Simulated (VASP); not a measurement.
OSZICAR of a VASP run on Rh (fcc):

### OSZICAR
```
       N       E                     dE             d eps       ncg     rms          rms(c)
DAV:   1     0.182123113454E+03    0.18212E+03   -0.11039E+04  4479   0.188E+03
DAV:   2     0.261964334176E+02   -0.15593E+03   -0.14921E+03  4809   0.528E+02
DAV:   3     0.219775491183E+02   -0.42189E+01   -0.41284E+01  5222   0.107E+02
DAV:   4     0.219053288735E+02   -0.72220E-01   -0.72173E-01  5627   0.153E+01
DAV:   5     0.219028727279E+02   -0.24561E-02   -0.24576E-02  6095   0.229E+00    0.155E+01
DAV:   6     0.752992728756E+01   -0.14373E+02   -0.28479E+01  4290   0.927E+01    0.230E+00
DAV:   7     0.780736843978E+01    0.27744E+00   -0.14640E+00  4743   0.182E+01    0.186E+00
DAV:   8     0.681779306694E+01   -0.98958E+00   -0.39108E-01  4323   0.933E+00    0.969E-01
DAV:   9     0.681046590408E+01   -0.73272E-02   -0.11832E-01  5154   0.533E+00    0.593E-01
DAV:  10     0.679062099263E+01   -0.19845E-01   -0.12432E-02  4569   0.177E+00    0.206E-01
DAV:  11     0.678743195370E+01   -0.31890E-02   -0.40607E-03  4797   0.928E-01    0.638E-02
DAV:  12     0.678743710272E+01    0.51490E-05   -0.60986E-04  4722   0.407E-01    0.723E-02
DAV:  13     0.678722751131E+01   -0.20959E-03   -0.19943E-04  4767   0.230E-01    0.127E-02
DAV:  14     0.678723864963E+01    0.11138E-04   -0.15838E-05  4674   0.519E-02    0.193E-03
DAV:  15     0.678723160370E+01   -0.70459E-05   -0.47743E-07  5050   0.110E-02    0.950E-04
DAV:  16     0.678723185086E+01    0.24716E-06   -0.14765E-08  2670   0.179E-03    0.339E-04
DAV:  17     0.678722954970E+01   -0.23012E-05   -0.16349E-08  2412   0.191E-03    0.156E-04
DAV:  18     0.678722997269E+01    0.42299E-06   -0.71482E-09  2379   0.741E-04    0.953E-05
DAV:  19     0.678722988119E+01   -0.91496E-07   -0.81002E-10  2346   0.366E-04
   1 F= 0.67872299E+01 E0= 0.67872299E+01  d E =0.000000E+00
       N       E                     dE             ncg
```

Question: Which electronic solver shows in the log?

Answer: It is blocked Davidson (ALGO = Normal, or the opening steps of other solvers). The INCAR had ALGO = Normal.

Question: Can the final energy be trusted as converged?

Answer: The calculation finished and met its thresholds. It stopped with EDIFF = 1E-7, NELM = 100 (revTPSS meta-GGA, plane waves, VASP's PBE PAW potentials (set 64)).

The compound is Rh in the fcc structure. It was relaxed first.
